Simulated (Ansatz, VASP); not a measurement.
## CmSe2 in two plane-wave programs

Aim: how closely do two programs agree when they are given the same cell, functional and k mesh?

Main program and level: Ansatz 0.2.0; plane waves, with VASP 6.6.1 beside it; single point at PBE.

In doubt: an open 5f shell, unless half filled, can sit in one of many states, so energies may not be the lowest and differences between runs may mislead.

## 1. The starting structure

Symmetry: P4/nmm, No. 129, tetragonal system. Conventional cell: a = 4.096 Å, b = 4.096 Å, c = 8.369 Å, α = 90.00°, β = 90.00°, γ = 90.00°. Nearest to Cm lie 9 Se at 3.01 to 3.05 Å. Nearest to Se lie 5 Cm at 3.01 Å. Se has 4 Se at 2.90 Å and 4 Cm at 3.05 Å nearest. Farther neighbours and most contacts between anions are not listed.

## 2. VASP: single point, PBE

A single point gives forces, pressure and levels at one fixed geometry, so differences don't come from the geometry; what else differs is listed under the comparison.

Lines of VASP's logs that name or quote its potential files are left out, and so is its time.

Contents of INCAR:

```
SYSTEM = CmSe2
PREC = Accurate
ENCUT = 400
EDIFF = 1E-06
NELM = 150
ISMEAR = -1
SIGMA = 0.05
LREAL = .FALSE.
ALGO = Normal
GGA = PE
NBANDS = 40
ISPIN = 2
MAGMOM = 7 7 0 0 0 0
LMAXMIX = 6
AMIX = 0.2
BMIX = 1E-04
AMIX_MAG = 0.8
BMIX_MAG = 1E-04
LORBIT = 11
LWAVE = .FALSE.
LCHARG = .FALSE.
KPAR = 2
ISIF = 2
```

Contents of POSCAR:

```
CmSe2
1.0
    4.0960000000      0.0000000000      0.0000000000
    0.0000000000      4.0960000000      0.0000000000
    0.0000000000      0.0000000000      8.3690000000
Cm Se
2 4
Direct
    0.0000000000      0.5000000000      0.7300000000
    0.5000000000      0.0000000000      0.2700000000
    0.0000000000      0.5000000000      0.3700000000
    0.5000000000      0.0000000000      0.6300000000
    0.5000000000      0.5000000000      0.0000000000
    0.0000000000      0.0000000000      0.0000000000
```

Contents of KPOINTS:

```
Automatic mesh
0
Gamma
7 7 4
0 0 0
```

PAW data sets: Cm and Se (PBE family, release 64).

Command:

```
mpirun -np 2 vasp_std
```

Numbers of over 12 decimals in the logs are rounded to 6 here.

The log of the run:

```text
[banner, memory and clock lines left out]
running    2 mpi-ranks, on    1 nodes
 distrk:  each k-point on    1 cores,    2 groups
 distr:  one band on    1 cores,    1 groups

 POSCAR found type information on POSCAR CmSe
 POSCAR found :  2 types and       6 ions
 LDA part: xc-table for (Slater+PW92), standard interpolation
 POSCAR, INCAR and KPOINTS ok, starting setup
 FFT: planning ... GRIDC
 FFT: planning ... GRID_SOFT
 FFT: planning ... GRID
 WAVECAR not read
 entering main loop
       N       E                     dE             d eps       ncg     rms          rms(c)
DAV:   1     0.475762733451E+03    0.47576E+03   -0.23053E+04  4800   0.148E+03
DAV:   2     0.246871483677E+02   -0.45108E+03   -0.43367E+03  5544   0.362E+02
DAV:   3    -0.648288210237E+02   -0.89516E+02   -0.87263E+02  5448   0.149E+02
DAV:   4    -0.725086882019E+02   -0.76799E+01   -0.76166E+01  7640   0.375E+01
DAV:   5    -0.727417308697E+02   -0.23304E+00   -0.23253E+00  7608   0.596E+00    0.568E+01
DAV:   6    -0.144397549043E+03   -0.71656E+02   -0.93761E+02  7936   0.181E+02    0.139E+02
DAV:   7    -0.742416365496E+02    0.70156E+02   -0.12354E+02  6920   0.497E+01    0.848E+01
DAV:   8    -0.545665440525E+02    0.19675E+02   -0.18726E+02  7296   0.560E+01    0.310E+01
DAV:   9    -0.570599090526E+02   -0.24934E+01   -0.11021E+01  7008   0.162E+01    0.303E+01
DAV:  10    -0.579752553353E+02   -0.91535E+00   -0.14701E+00  7536   0.929E+00    0.215E+01
DAV:  11    -0.577502656473E+02    0.22499E+00   -0.50236E+00  6824   0.197E+01    0.149E+01
DAV:  12    -0.582600149354E+02   -0.50975E+00   -0.13351E+00  7072   0.491E+00    0.138E+01
DAV:  13    -0.585457768063E+02   -0.28576E+00   -0.11904E-01  8064   0.270E+00    0.125E+01
DAV:  14    -0.590280089081E+02   -0.48223E+00   -0.84170E-02  7112   0.217E+00    0.875E+00
[...]
DAV:  23    -0.582493519259E+02    0.14604E-02   -0.14685E-03  6784   0.462E-01    0.735E-01
DAV:  24    -0.582481179335E+02    0.12340E-02   -0.57131E-03  6888   0.856E-01    0.352E-01
DAV:  25    -0.582484165497E+02   -0.29862E-03   -0.11637E-03  6744   0.234E-01    0.952E-02
DAV:  26    -0.582484113420E+02    0.52076E-05   -0.12682E-04  8824   0.708E-02    0.133E-01
DAV:  27    -0.582483836112E+02    0.27731E-04   -0.15138E-04  8008   0.130E-01    0.750E-02
DAV:  28    -0.582483884105E+02   -0.47992E-05   -0.51111E-05  7832   0.388E-02    0.732E-02
DAV:  29    -0.582483916365E+02   -0.32260E-05   -0.12237E-05  6272   0.364E-02    0.502E-02
DAV:  30    -0.582483918989E+02   -0.26243E-06   -0.17452E-06  4616   0.820E-03
   1 F= -.58248392E+02 E0= -.58242381E+02  d E =-.120211E-01  mag=    13.8579
```

Parts of OUTCAR (step 2):

```text
ion  position               nearest neighbor table
   1  0.000  0.500  0.730-   3 3.01   4 3.01   4 3.01   4 3.01   4 3.01   6 3.05   6 3.05   5 3.05
                             5 3.05
   2  0.500  0.000  0.270-   4 3.01   3 3.01   3 3.01   3 3.01   3 3.01   5 3.05   6 3.05   6 3.05
                             5 3.05
   3  0.000  0.500  0.370-   1 3.01   2 3.01   2 3.01   2 3.01   2 3.01
   4  0.500  0.000  0.630-   2 3.01   1 3.01   1 3.01   1 3.01   1 3.01
   5  0.500  0.500  0.000-   1 3.05   2 3.05   2 3.05   1 3.05
   6  0.000  0.000  0.000-   1 3.05   2 3.05   1 3.05   2 3.05

  LATTYP: Found a simple tetragonal cell.
 ALAT       =     4.0960000000
 C/A-ratio  =     2.0432128906

 Subroutine GETGRP returns: Found 16 space group operations
 (whereof  8 operations were pure point group operations)

The static configuration has the point symmetry D_2d.
 The point group associated with its full space group is D_4h.

 Found     30 irreducible k-points:

   k-points           NKPTS =     30   k-points in BZ     NKDIM =     30   number of bands    NBANDS=     40

   dimension x,y,z NGX =    28 NGY =   28 NGZ =   56
   dimension x,y,z NGXF=    56 NGYF=   56 NGZF=  112

   ENCUT  =  400.0 eV  29.40 Ry    5.42 a.u.   6.68  6.68 13.65*2*pi/ulx,y,z

   NELECT =      60.0000    total number of electrons

 k-points in reciprocal lattice and weights: Automatic mesh
   0.00000000  0.00000000  0.00000000       0.005
   0.14285714  0.00000000  0.00000000       0.020
   0.28571429  0.00000000  0.00000000       0.020
   0.42857143  0.00000000  0.00000000       0.020
   0.14285714  0.14285714  0.00000000       0.020
   0.28571429  0.14285714  0.00000000       0.041
   0.42857143  0.14285714  0.00000000       0.041
   0.28571429  0.28571429  0.00000000       0.020
   0.42857143  0.28571429  0.00000000       0.041
[...]
0.42857143  0.28571429  0.50000000       0.041
   0.42857143  0.42857143  0.50000000       0.020

 average (electrostatic) potential at core
       1 -87.2333       2 -87.2333       3 -50.5209       4 -50.5209       5 -51.6229
       6 -51.6229

 E-fermi :   7.3750

 spin component 1
 k-point     1 :       0.0000    0.0000    0.0000
  band No.  band energies     occupation
    ...
     33       5.6248      1.00000
     34       6.7799      0.99999
     35       6.8500      0.99997
     36       6.8500      0.99997
     37       7.2788      0.87269
     38       8.2752      0.00000
     39       8.2752      0.00000
     40       8.8764      0.00000

 k-point     2 :       0.1429    0.0000    0.0000
  band No.  band energies     occupation
    ...
     32       5.3866      1.00000
     33       5.5139      1.00000
     34       6.3550      1.00000
     35       6.3802      1.00000
     36       6.8290      0.99998
     37       7.7454      0.00061
     38       7.7612      0.00044
     39       7.9322      0.00001
     40       9.1888      0.00000

 k-point     3 :       0.2857    0.0000    0.0000
  band No.  band energies     occupation
    ...
     34       5.5961      1.00000
     35       5.9737      1.00000
     36       6.6655      1.00000
     37       6.6694      1.00000
     38       6.6820      1.00000
     39       9.2393      0.00000
     40       9.5127      0.00000

 k-point     4 :       0.4286    0.0000    0.0000
  band No.  band energies     occupation
    ...
     34       5.3473      1.00000
     35       5.6357      1.00000
     36       5.7117      1.00000
     37       5.8241      1.00000
     38       6.1701      1.00000
     39       9.7458      0.00000
     40       9.9796      0.00000

 k-point     5 :       0.1429    0.1429    0.0000
  band No.  band energies     occupation
    ...
     33       5.4827      1.00000
     34       5.5273      1.00000
     35       6.4192      1.00000
     36       6.6557      1.00000
     37       6.7761      0.99999
     38       8.3294      0.00000
     39       8.5392      0.00000
     40       9.4152      0.00000

 k-point     6 :       0.2857    0.1429    0.0000
  band No.  band energies     occupation
    ...
     33       5.3112      1.00000
     34       5.4558      1.00000
     35       5.4561      1.00000
     36       6.2131      1.00000
     37       6.4694      1.00000
     38       8.2015      0.00000
     39       9.3214      0.00000
     40       9.9349      0.00000

  Total        1.2123149      1.2123149      2.1200041      0.0000000     -0.0000000      0.0000000
  in kB       13.8335156     13.8335156     24.1910001      0.0000000     -0.0000000      0.0000000
  external PRESSURE =      17.2860104 kB  Pullay stress =       0.0000000 kB

  energy-cutoff  :      400.00
  volume of cell :      140.41
      direct lattice vectors                 reciprocal lattice vectors
     4.096000000  0.000000000  0.000000000     0.244140625  0.000000000  0.000000000
     0.000000000  4.096000000  0.000000000     0.000000000  0.244140625  0.000000000
     0.000000000  0.000000000  8.369000000     0.000000000  0.000000000  0.119488589

 POSITION                                       TOTAL-FORCE (eV/Angst)
 -----------------------------------------------------------------------------------
      0.00000      2.04800      6.10937         0.000000     -0.000000     -0.313647
      2.04800      0.00000      2.25963         0.000000     -0.000000      0.313647
      0.00000      2.04800      3.09653         0.000000      0.000000     -0.097624
      2.04800      0.00000      5.27247         0.000000     -0.000000      0.097624
      2.04800      2.04800      0.00000         0.000000      0.000000      0.000000
      0.00000      0.00000      0.00000         0.000000     -0.000000      0.000000
 -----------------------------------------------------------------------------------
    total drift:                                0.000000      0.000000      0.000000

  FREE ENERGIE OF THE ION-ELECTRON SYSTEM (eV)
  ---------------------------------------------------
  free  energy   TOTEN  =       -58.2483918989 eV

  energy  without entropy=      -58.2363707535  energy(sigma->0) =      -58.24238133

 total charge
# of ion       s       p       d       f       tot
--------------------------------------------------
    1        2.139   6.273   0.669   7.052  16.133
    2        2.139   6.273   0.669   7.052  16.133
    3        1.442   2.437   0.019   0.000   3.898
    4        1.442   2.437   0.019   0.000   3.898
    5        1.498   2.255   0.045   0.000   3.798
    6        1.498   2.255   0.045   0.000   3.798
--------------------------------------------------
tot         10.158  21.930   1.466  14.104  47.658

 magnetization (x)
# of ion       s       p       d       f       tot
--------------------------------------------------
    1        0.023  -0.108   0.130   6.656   6.701
    2        0.023  -0.108   0.130   6.656   6.701
    3       -0.002  -0.029   0.005   0.000  -0.026
    4       -0.002  -0.029   0.005   0.000  -0.026
    5        0.001  -0.037   0.002   0.000  -0.033
    6        0.001  -0.037   0.002   0.000  -0.033
--------------------------------------------------
tot          0.045  -0.347   0.273  13.312  13.284

[... 6 further parts left out ...]
```

The run ends at a pressure of 1.73 GPa, with forces up to 0.31 eV/Å.

(Continued in part 2 of 2.)

[Lines on the potential files, build, host, timing and source positions are cut from VASP's logs without a mark.]

[Logs are printed without paths, hosts, clocks, repeated set-up lines and the standing remarks that a program may print on its own settings, such as how far it seeks lower states.]

[Hosts, paths, dates, database ids (printed as entryN), source tags and the programs' standing remarks are cut or masked in the printed files.]
